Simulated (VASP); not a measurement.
A run of VASP 6.6.1 is set up as follows.

The input INCAR:

```
SYSTEM = CoSn
PREC     = Accurate       ! precision mode
ENCUT    = 600            ! plane-wave cutoff, eV
EDIFF    = 1E-7           ! SCF threshold, eV
ISMEAR   = 1              ! smearing method
SIGMA    = 0.1            ! smearing width, eV
LREAL    = .FALSE.        ! projectors in reciprocal space
LASPH    = .TRUE.         ! aspherical terms in the spheres
NELM     = 80             ! most SCF steps
ALGO     = Normal         ! electronic algorithm
ISIF     = 3              ! what is computed and relaxed
LWAVE    = .FALSE.        ! write WAVECAR
LCHARG   = .FALSE.        ! write CHGCAR
GGA      = PS             ! functional
IBRION   = 2              ! ionic algorithm
NSW      = 90             ! ionic steps
EDIFFG   = -0.005         ! ionic threshold
KPAR     = 4
```

Contents of KPOINTS:

```
Automatic mesh
0
G
  9 9 9
  0 0 0
```

POSCAR

```
CoSn                                    
1.0
    5.2206674353      0.0000000000      0.0000000000
   -2.6103337177      4.5212306237     -0.0000000000
   -0.0000000000     -0.0000000000      4.1657546645
  Co              Sn            
     3     3
Direct
     0.0000000000000000    0.5000000000000000    1.0000000000000000
     0.5000000000000000    0.5000000000000000    1.0000000000000000
     0.5000000000000000    1.0000000000000000    1.0000000000000000
     0.6666666699999979    0.3333333300000021    0.5000000000000000
     0.3333333300000021    0.6666666699999979    0.5000000000000000
     0.0000000000000000    1.0000000000000000    1.0000000000000000
```

Potentials or basis: VASP PAW PBE potentials, release 64 (Co, Sn_d).

The run is started by

```bash
$ cat potpaw_PBE.64/Co/POTCAR potpaw_PBE.64/Sn_d/POTCAR > POTCAR
$ mpirun -np 4 vasp_std > vasp.out
```

**Question.** Predict the band gap on the k mesh.

**Answer.** None (metal or under the smearing width).

Final structure:
```
Co Sn
1.0
     5.22067    0.00000    0.00000
    -2.61033    4.52123    0.00000
     0.00000    0.00000    4.16575
Co Sn
3 3
Cartesian
  -1.3052 2.2606 0.0000
  1.3052 2.2606 0.0000
  2.6103 0.0000 0.0000
  2.6103 1.5071 2.0829
  0.0000 3.0142 2.0829
  0.0000 0.0000 0.0000
```

Caveat: the relaxation stopped at its first step, so nothing moved. Spin polarisation is off, so any magnetic state and its effect on volume and gap are missing.
